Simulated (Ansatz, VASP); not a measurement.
# Cross-check of Zn34Te25S9 between VASP and Ansatz

Aim: how closely do two programs agree when they are given the same cell, functional and k mesh? The cell is taken from a series of runs on this material, whose earlier steps may have relaxed, scaled, displaced or heated it; both programs get it as it stands.

Calculated with Ansatz 0.2.0; plane waves, with VASP 6.6.1 beside it; single point at RPBE.

### Step 1. The structure

The cell holds 68 atoms: 34 Zn, 25 Te and 9 S. Its edges and angles: a = 12.398 Å, b = 12.398 Å, c = 12.398 Å, α = 90.0°, β = 90.0°, γ = 90.0°.

### Step 2. VASP: single point, RPBE

A single point gives forces, pressure and levels at one fixed geometry, so differences don't come from the geometry; what else differs is listed under the comparison.

Lines of VASP's logs that name or quote its potential files are left out, and so is its time.

INCAR

```
SYSTEM = Zn34Te25S9
PREC = Accurate
ENCUT = 500
EDIFF = 1E-06
NELM = 120
ISMEAR = 0
SIGMA = 0.05
LREAL = Auto
ALGO = Normal
GGA = RP
NBANDS = 360
LORBIT = 11
LWAVE = .FALSE.
LCHARG = .FALSE.
ISIF = 2
LASPH = .TRUE.
GGA_COMPAT = .FALSE.
NCORE = 2
```

POSCAR

```
Zn34Te25S9
1.0
   12.3980000000      0.0000000000      0.0000000000
    0.0000000000     12.3980000000      0.0000000000
    0.0000000000      0.0000000000     12.3980000000
Zn Te S
34 25 9
Direct
    0.6530200000      0.3363100000      0.2082700000
    0.4922500000      0.5604400000      0.9852000000
    0.0159400000      0.3827000000      0.7466800000
    0.1156400000      0.5164700000      0.4580600000
    0.6492100000      0.9854000000      0.7308300000
    0.1348400000      0.8525800000      0.5266300000
    0.9449500000      0.0605800000      0.6555400000
    0.2444200000      0.1746700000      0.4949500000
    0.3512300000      0.8598100000      0.9728400000
    0.9847200000      0.3193100000      0.2037100000
    0.7804200000      0.5341300000      0.4516700000
    0.3127300000      0.3312000000      0.2001200000
    0.4383200000      0.8957600000      0.4829600000
    0.0144900000      0.8701100000      0.9585600000
    0.9657600000      0.6962200000      0.2461000000
    0.8075400000      0.9937100000      0.2243500000
    0.8156800000      0.8863700000      0.4195800000
    0.5037600000      0.1549000000      0.9441500000
    0.1944800000      0.9906000000      0.2412800000
    0.6599200000      0.8515100000      0.9673000000
    0.1616500000      0.5505500000      0.9904700000
    0.3646400000      0.3791300000      0.7483600000
    0.8857100000      0.7348100000      0.6812900000
    0.2015200000      0.7121100000      0.6840400000
    0.6585600000      0.7087500000      0.2405000000
    0.3153500000      0.7235500000      0.2356500000
    0.8230700000      0.5467400000      0.9755300000
    0.1796000000      0.1590000000      0.9370700000
    0.5308600000      0.7037200000      0.7265400000
    0.3477300000      0.0098500000      0.7275800000
    0.8077000000      0.1725800000      0.9338800000
    0.4420100000      0.5121500000      0.4546800000
    0.5939100000      0.1955600000      0.5129400000
    0.5085500000      0.9971500000      0.2131100000
    0.8064100000      0.3780900000      0.8252600000
    0.0003000000      0.9012800000      0.1677800000
    0.8422300000      0.7520900000      0.8960400000
    0.4771900000      0.7077500000      0.3690900000
    0.2810300000      0.3773800000      0.4051500000
    0.6609400000      0.5338500000      0.1145600000
    0.6202000000      0.3913700000      0.4169000000
    0.1426800000      0.7048900000      0.3654200000
    0.9837800000      0.5250200000      0.1101700000
    0.5372200000      0.3674600000      0.8750100000
    0.1543100000      0.1920100000      0.1514000000
    0.3781100000      0.5794000000      0.6521000000
    0.3259800000      0.5342800000      0.1152400000
    0.0562500000      0.2351200000      0.5913000000
    0.6073800000      0.0065600000      0.4098700000
    0.8116400000      0.1999200000      0.1492300000
    0.9903800000      0.0652700000      0.8728500000
    0.4878900000      0.2072500000      0.1534300000
    0.7477100000      0.1616400000      0.6573600000
    0.1808600000      0.7426600000      0.8974400000
    0.1890600000      0.3639900000      0.8702600000
    0.9487700000      0.3919400000      0.4077200000
    0.0372300000      0.5808100000      0.6562200000
    0.7121400000      0.5891900000      0.6601800000
    0.4070600000      0.1989800000      0.6280700000
    0.9448000000      0.8900800000      0.5673900000
    0.5026600000      0.7474000000      0.9139900000
    0.3447400000      0.0472100000      0.9148000000
    0.8078800000      0.7024700000      0.3536900000
    0.6570300000      0.0415400000      0.9119700000
    0.6624100000      0.8860500000      0.1576300000
    0.3437100000      0.8963100000      0.1640300000
    0.4876100000      0.8875500000      0.6657000000
    0.2555600000      0.9825400000      0.4350100000
```

KPOINTS

```
Automatic mesh
0
Gamma
1 1 1
0 0 0
```

The projector-augmented-wave data sets are Zn, Te and S (PBE family, release 64).

The run is started by

```
$ mpirun -np 8 vasp_gam
```

Numbers of over 12 decimals in the logs are rounded to 6 here.

Output:

```text
[banner, memory and clock lines left out]
running    8 mpi-ranks, on    1 nodes
[...]
|                                                                             |
|               ----> ADVICE to this user running VASP <----                  |
|                                                                             |
|     You enforced a specific xc type in the INCAR file but a different       |
|     [... a line on the potential file left out ...]
|     I HOPE YOU KNOW WHAT YOU ARE DOING!                                     |
|                                                                             |

 LDA part: xc-table for (Slater+PW92), standard interpolation
 POSCAR, INCAR and KPOINTS ok, starting setup
[...]
entering main loop
       N       E                     dE             d eps       ncg     rms          rms(c)
DAV:   1     0.663292287380E+04    0.66329E+04   -0.27769E+05   720   0.199E+03
DAV:   2     0.123582856923E+04   -0.53971E+04   -0.52787E+04   720   0.504E+02
DAV:   3    -0.141409681449E+02   -0.12500E+04   -0.11746E+04   792   0.198E+02
DAV:   4    -0.158192959727E+03   -0.14405E+03   -0.14093E+03   808   0.637E+01
[...]
DAV:  21    -0.153953219934E+03   -0.49045E-05   -0.82701E-06   760   0.110E-02    0.126E-02
DAV:  22    -0.153953223031E+03   -0.30968E-05   -0.75759E-06   552   0.854E-03    0.552E-03
DAV:  23    -0.153953223903E+03   -0.87211E-06   -0.36326E-06   512   0.541E-03
   1 F= -.15395322E+03 E0= -.15392836E+03  d E =-.497307E-01
```

Parts of OUTCAR (step 2):

```text
 POSITION                                       TOTAL-FORCE (eV/Angst)
 -----------------------------------------------------------------------------------
      8.09614      4.16957      2.58213        -0.178180     -0.034191      0.142229
      6.10292      6.94834     12.21451         0.162067     -0.128870      0.004738
      0.19762      4.74471      9.25734        -0.460351      0.151783      0.133124
      1.43370      6.40320      5.67903        -0.100287     -0.120288     -0.091641
      8.04891     12.21699      9.06083        -0.422136      0.705212     -0.365757
      1.67175     10.57029      6.52916         0.226358      0.004357      0.167376
     11.71549      0.75107      8.12738        -0.291894      0.184686      0.005299
      3.03032      2.16556      6.13639        -0.084609     -0.083833      0.005133
      4.35455     10.65992     12.06127        -0.083264     -0.118278      0.083038
     12.20856      3.95881      2.52560        -0.086593      0.069016      0.022156
      9.67565      6.62214      5.59980        -0.157716      0.125161      0.477624
      3.87723      4.10622      2.48109         0.009241     -0.069715     -0.094536
      5.43429     11.10563      5.98774        -0.150310     -0.174668     -0.343887
      0.17965     10.78762     11.88423        -0.222584     -0.189818     -0.296125
[...]
-----------------------------------------------------------------------------------
    total drift:                               -0.031280     -0.000266     -0.025179

  FREE ENERGIE OF THE ION-ELECTRON SYSTEM (eV)
  ---------------------------------------------------
  free  energy   TOTEN  =      -153.9532239033 eV

  energy  without entropy=     -153.9034931547  energy(sigma->0) =     -153.92835853

[... 2 further parts left out ...]
```

The gap is under twice the smearing width, so the edge states are partly filled and the run can't tell a small gap from a semimetal. The PAW data sets were made with PBE, which is usual practice but a small mismatch for other functionals.

[end of part 1 of 2]

[Lines on the potential files, build, host, timing and source positions are cut from VASP's logs without a mark.]

[Logs are printed without paths, hosts, clocks, repeated set-up lines and the standing remarks that a program may print on its own settings, such as how far it seeks lower states.]

[Hosts, paths, dates, database ids (printed as entryN), source tags and the programs' standing remarks are cut or masked in the printed files.]
